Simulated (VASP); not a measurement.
Level of theory: PBEsol GGA, VASP's PBE PAW potentials (set 64) (plane waves; VASP 6.6.1).

The input files of a VASP run:

POSCAR:
```
BN
1
    1.2838102231    -2.2236247543     0.0000000000
    1.2838102231     2.2236247543     0.0000000000
    0.0000000000     0.0000000000     4.2466562985
B N
2 2
Direct
  0.6666670000   0.3333330000   0.5002486094
  0.3333330000   0.6666670000   0.0002486094
  0.6666670000   0.3333330000   0.8747513906
  0.3333330000   0.6666670000   0.3747513906
```

### KPOINTS
```
Automatic mesh
0
Gamma
10 10 5
0 0 0
```

INCAR:
```
ALGO = Normal
EDIFF = 1E-7
EDIFFG = -0.01
ENCUT = 520
GGA = PS
IBRION = 2
ISIF = 4
ISMEAR = 0
LASPH = T
LCHARG = F
LREAL = F
LWAVE = F
NELM = 100
NSW = 30
PREC = Accurate
SIGMA = 0.05
SYSTEM = BN
```

POTCAR, in this order: B N (PBE.64 set). Program: vasp_std.

### Question
What will the output report for the number of irreducible k-points (NKPTS), largest plane-wave count, number of space-group operations, FFT grid (NGX, NGY, NGZ)?

### Answer

The number of irreducible k-points (NKPTS) is 42 and the largest plane-wave count is 668. The number of space-group operations is 12. The FFT grid (NGX, NGY, NGZ) is 20 × 20 × 32.

The compound is BN in the wurtzite structure, a metastable high-pressure form. This cell is one point of a volume scan, at 1.03 of the reference volume. Symmetry was kept, so distortions that lower it aren't found.
